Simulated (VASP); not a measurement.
Here is the system:

```xyz
2
Lattice="1.7329 -3.0015 0.0000 1.7329 3.0015 0.0000 0.0000 0.0000 5.3757" Properties=species:S:1:pos:R:3 pbc="T T T"
Lu     1.7329     1.0005     1.3439
Lu     1.7329    -1.0005     4.0318
```

All values below come from SCAN meta-GGA, VASP's PBE PAW potentials (set 64) (plane waves; VASP). Settings: 520 eV cut-off, 14×14×8 Γ-centred mesh, tetrahedra with Blöchl corrections, potentials Lu_3.

### Question
What does the run give for the energy per atom (σ→0), band gap (over mesh and band path) with the smallest direct gap where there is one?

### Answer

```
Property                                                              Result
----------------------------------  ----------------------------------------
band gap (over mesh and band path)  none (metal, semimetal or under 0.01 eV)
energy per atom (σ→0)                                        -55.358 eV/atom
```

Total energies compare only between runs with the same potentials, cut-off and functional.

The compound is Lu in the hcp structure. It was relaxed first, which changed the volume by -5 %.
